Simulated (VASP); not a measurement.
Input for VASP

KPOINTS:
```
Automatic mesh
0
Gamma
14 14 14
0 0 0
```

**INCAR**
```
SYSTEM = HfN
PREC = Accurate
ENCUT = 520
EDIFF = 1E-7
NELM = 100
ALGO = Normal
LREAL = .FALSE.
LASPH = .TRUE.
ISMEAR = 1
SIGMA = 0.1
GGA = PS
LMAXMIX = 6
LWAVE = .FALSE.
LCHARG = .FALSE.
ISIF = 2
```

**POSCAR**
```
HfN
1
    0.0000000000     2.1994012671     2.1994012671
    2.1994012671     0.0000000000     2.1994012671
    2.1994012671     2.1994012671     0.0000000000
Hf N
1 1
Direct
  0.0000000000   0.0000000000   0.0000000000
  0.5000000000   0.5000000000   0.5000000000
```

POTCAR, in this order: Hf_pv N (PBE.64 set). Program: vasp_std.

Problem. Write an equivalent input for Ansatz.

Solution. One equivalent input (not run):
Ansatz 0.2 input:
```yaml
crystal:
  lattice:
    - [0.0000000, 2.1994013, 2.1994013]
    - [2.1994013, 0.0000000, 2.1994013]
    - [2.1994013, 2.1994013, 0.0000000]
  atoms:
    - { symbol: Hf, position: [0.0000000, 0.0000000, 0.0000000] }
    - { symbol: N, position: [0.5000000, 0.5000000, 0.5000000] }
kpoints:
  mp_grid: { grid: [14, 14, 14] }
hamiltonian:
  xc: pbesol
  pseudopotentials: { kind: paw }
scf:
  occupations: { method: methfessel_paxton, width: 0.1 }
  max_iter: 100
output: { forces: true, stress: true, eigenvalues: true }
```
Limits of the translation: each code has its own PAW files, so the cut-off isn't converted (ENCUT is set for VASP's; basis.ecutwfc is left out, and Ansatz then takes the one that its files recommend); Ansatz stops its SCF on the density residual and VASP on the energy change (EDIFF).

The compound is HfN in the rock salt structure. This cell is one point of a volume scan, at 0.94 of the reference volume.
